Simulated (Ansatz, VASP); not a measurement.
Two plane-wave programs on Si2B3

Contents of POSCAR:

```
Si2B3
1.0
    3.2929570163      0.0000000000      0.0000000000
   -1.6464785082      2.8517844297      0.0000000000
    0.0000000000      0.0000000000      5.1233062208
Si B
2 3
Direct
    0.3333333333      0.6666666667      0.2450000000
    0.6666666667      0.3333333333      0.7550000000
    0.0000000000      0.0000000000      0.0000000000
    0.3333333333      0.6666666667      0.6450000000
    0.6666666667      0.3333333333      0.3550000000
```

The input INCAR.step1:

```
SYSTEM = Si2B3
  PREC = Accurate
  ENCUT = 600
  ISMEAR = 0
  SIGMA = 0.1
  LREAL = .False.
  LASPH = .True.
  NELM = 60
  GGA = PE
  ALGO = Normal
  EDIFF = 1E-4
  LWAVE = .True.
  LCHARG = .False.
```

Contents of INCAR.step2:

```
SYSTEM = Si2B3
  PREC = Accurate
  ENCUT = 600
  EDIFF = 1E-6
  ISMEAR = 0
  SIGMA = 0.1
  LREAL = .False.
  LASPH = .True.
  NELM = 60
  ALGO = Normal
  ISIF = 3
  LWAVE = .False.
  LCHARG = .False.
  METAGGA = R2SCAN
  LMIXTAU = .True.
  IBRION = 2
  NSW = 90
  EDIFFG = -0.04
  ISTART = 1
```

KPOINTS

```
Automatic mesh
0
Gamma
  6 6 4
  0 0 0
```

Input for Ansatz:

```yaml
crystal:
  lattice:
    - [3.2929570163, 0.0, 0.0]
    - [-1.6464785082, 2.8517844297, 0.0]
    - [0.0, 0.0, 5.1233062208]
  atoms:
    - { symbol: Si, position: [0.3333333333, 0.6666666667, 0.245] }
    - { symbol: Si, position: [0.6666666667, 0.3333333333, 0.755] }
    - { symbol: B, position: [0.0, 0.0, 0.0] }
    - { symbol: B, position: [0.3333333333, 0.6666666667, 0.645] }
    - { symbol: B, position: [0.6666666667, 0.3333333333, 0.355] }
basis:
  ecutwfc: 500
kpoints:
  mp_grid: { grid: [6, 6, 4] }
hamiltonian:
  xc: r2scan
scf:
  occupations: { method: gaussian, width: 0.1 }
  lower_state_search: "off"
output:
  forces: true
  stress: true
  eigenvalues: true
relax:
  adjacent_minimum: "off"
  f_tol: 0.04
  max_steps: 70
  cell: { stress_tol: 0.4 }
```

Alike in both runs: task relaxation of cell and atoms; functional r2SCAN; k mesh 6 × 6 × 4; occupations gaussian, width 0.1 eV; no spin polarisation.

```csv
,VASP,Ansatz
version,VASP 6.6.1,Ansatz 0.2.0
potentials or method,"VASP PAW PBE potentials, release 64 (Si, B)","scalar-relativistic, plane waves, PAW"
plane-wave cutoff (eV),600,500
valence electrons in the cell,17,17
```

|  | VASP | Ansatz | Ansatz less VASP |
| --- | --- | --- | --- |
| gap on the k mesh at the Fermi level, each at its own relaxed structure (eV) | none | none | - |
| relaxed volume (Å³/atom) | 9.30 | 9.28 | -0.024 |
| relaxed cell length with the largest relative difference (Å) | 3.062 | 3.058 | -0.0035 |
| energy change over the relaxation (meV/atom) | -813 | -814 | -0.4 |

A gap of «none» marks a metal or a gap that the smearing closes.

Caveats: the k mesh is coarse (spacing up to 0.37 Å⁻¹), so the values aren't converged; the PAW data sets were made with another functional, which shifts forces and pressure a little (VASP).
